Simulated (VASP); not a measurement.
```yaml
crystal:
  lattice:
    - [0.00000, 3.23367, 3.23367]
    - [3.23367, 0.00000, 3.23367]
    - [12.91448, 12.91448, 0.02022]
  atoms:
    - { symbol: Mg, position: [0.99798, 0.99798, 0.00152] }
    - { symbol: Mg, position: [0.00027, 0.00027, 0.24980] }
    - { symbol: Te, position: [0.25004, 0.25004, 0.06247] }
    - { symbol: Te, position: [0.25324, 0.25324, 0.31007] }
    - { symbol: Te, position: [0.25020, 0.25020, 0.56235] }
    - { symbol: Te, position: [0.24735, 0.24735, 0.81449] }
    - { symbol: Cd, position: [0.00169, 0.00169, 0.49873] }
    - { symbol: Cd, position: [0.99924, 0.99924, 0.75057] }
```

All values below come from PBEsol GGA, VASP's PBE PAW potentials (set 64) (plane waves; VASP). Run with 400 eV cut-off, Gaussian smearing of 0.050 eV, potentials Mg Te Cd.

Unless said otherwise, spin-orbit coupling is left out, though it shifts the bands of the heavy elements here.

Task: Estimate the band gap (along the path) with the smallest direct gap where there is one.

Result: 
```json
{
  "band gap (along the path)": "1.22 eV",
  "smallest direct gap (along the path)": "1.22 eV"
}
```

Only differences to runs with the same potentials and settings are physical.

The structure was generated: Cd2Mg2Te4 was put into an ordered model structure (R3m), which need not be its known phase. It was relaxed first.
